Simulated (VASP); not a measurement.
Runs of VASP 6.6.1 on NaCl. The structure is cubic, space group Fm-3m (No. 225). Conventional cell: a = 5.687 Å, b = 5.687 Å, c = 5.687 Å, α = 90.00°, β = 90.00°, γ = 90.00°. Around Na (site symmetry m-3m) lie 6 Cl at 2.84 Å. Cl (site symmetry m-3m) has 6 Na at 2.84 Å as nearest neighbours. 

```tsv
task	level	potentials or basis	cell	k mesh	cutoff (eV)	mesh quality	gap on the mesh (eV)	pressure (GPa)	relaxed volume (Å³/atom)
relaxation of cell and atoms	PBEsol	VASP PAW PBE potentials, release 64 (Na_pv, Cl)	relaxed	4 × 4 × 4	600	coarse	5.00	0.0	(a)
relaxation of cell and atoms	PBE	VASP PAW PBE potentials, release 64 (Na_pv, Cl)	relaxed	8 × 8 × 8	600	not flagged	5.00	0.0	(c)
relaxation of cell and atoms	RPBE	VASP PAW PBE potentials, release 64 (Na_pv, Cl)	relaxed	8 × 8 × 8	600	not flagged	5.05	0.0	24.94
relaxation of cell and atoms	LDA	VASP PAW LDA potentials, release 64 (Na_pv, Cl)	relaxed	8 × 8 × 8	600	not flagged	5.08	0.0	20.40
relaxation of cell and atoms	PBEsol	VASP PAW PBE potentials, release 64 (Na, Cl)	relaxed	8 × 8 × 8	580	not flagged	5.09	0.0	21.47
relaxation of cell and atoms	PBEsol	VASP PAW PBE potentials, release 64 (Na_pv, Cl)	relaxed	8 × 8 × 8	300	not flagged	(b)	0.0	21.93
single point	PBEsol	VASP PAW PBE potentials, release 64 (Na_pv, Cl)	as given	8 × 8 × 8	520	not flagged	4.84	-1.0	-
relaxation of cell and atoms	PBEsol	VASP PAW PBE potentials, release 64 (Na_pv, Cl)	relaxed	8 × 8 × 8	600	not flagged	5.00	0.0	22.04
relaxation of cell and atoms	PBE+D3(BJ)	VASP PAW PBE potentials, release 64 (Na_pv, Cl)	relaxed	8 × 8 × 8	600	not flagged	5.24	0.0	21.70
```

Alike in all rows: no spin polarisation; smearing gaussian 0.02 eV.

Problem. Estimate the missing entries.

Solution. (a) 22.03; (b) 5.01; (c) 23.10.

Caveats: some runs use coarse meshes; the PAW data sets were made with another functional, which shifts forces and pressure a little (some runs); the volume moved by -11 % from the deposited cell, more than functionals usually miss (some runs); the cutoff is under 1.25 times the usual one of these potentials, so pressure, stress and relaxed cells hold a basis-set (Pulay) error (some runs).

A k mesh can miss the band edges.

The runs don't all hold the same shells in valence.
